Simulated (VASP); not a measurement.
An input for Ansatz (written as the equivalent of a VASP run, and not itself run):

Ansatz 0.2 input:
```yaml
crystal:
  lattice:
    - [4.0952600, 0.0000000, 0.0000000]
    - [0.0000000, 4.0952600, 0.0000000]
    - [0.0000000, 0.0000000, 4.0952600]
  atoms:
    - { symbol: Hf, position: [0.0000000, 0.0000000, 0.0000000] }
    - { symbol: B, position: [0.5000000, 0.5000000, 0.5000000] }
    - { symbol: Rh, position: [0.0000000, 0.5000000, 0.5000000] }
    - { symbol: Rh, position: [0.5000000, 0.0000000, 0.5000000] }
    - { symbol: Rh, position: [0.5000000, 0.5000000, 0.0000000] }
kpoints:
  mp_grid: { grid: [6, 6, 6] }
hamiltonian:
  xc: pbesol
  pseudopotentials: { kind: paw }
scf:
  occupations: { method: gaussian, width: 0.05 }
  max_iter: 100
output: { forces: true, stress: true, eigenvalues: true }
```

Question: Write the VASP files for the same calculation (PBEsol).

Answer: This is not unique; one that fits is 
**POSCAR**
```
HfBRh3
1
    4.0952600000     0.0000000000     0.0000000000
    0.0000000000     4.0952600000     0.0000000000
    0.0000000000     0.0000000000     4.0952600000
Hf B Rh
1 1 3
Direct
  0.0000000000   0.0000000000   0.0000000000
  0.5000000000   0.5000000000   0.5000000000
  0.0000000000   0.5000000000   0.5000000000
  0.5000000000   0.0000000000   0.5000000000
  0.5000000000   0.5000000000   0.0000000000
```

**INCAR**
```
SYSTEM = HfBRh3
PREC = Accurate
ENCUT = 400
EDIFF = 1E-6
NELM = 100
ALGO = Normal
LREAL = .FALSE.
LASPH = .TRUE.
ISMEAR = 0
SIGMA = 0.05
GGA = PS
LMAXMIX = 6
LWAVE = .FALSE.
LCHARG = .FALSE.
ISIF = 2
```

File KPOINTS:
```
Automatic mesh
0
Gamma
6 6 6
0 0 0
```

POTCAR, in this order: Hf_pv B Rh_pv (PBE.64 set). Program: vasp_std.

Limits of the translation: each code has its own PAW files, so the cut-off isn't converted (ENCUT is set for VASP's; basis.ecutwfc is left out, and Ansatz then takes the one that its files recommend); Ansatz stops its SCF on the density residual and VASP on the energy change (EDIFF).

The structure comes from a computed database's HfBRh3 entry (Pm-3m); how it stands against other phases isn't given here. The cell was not relaxed at this level.
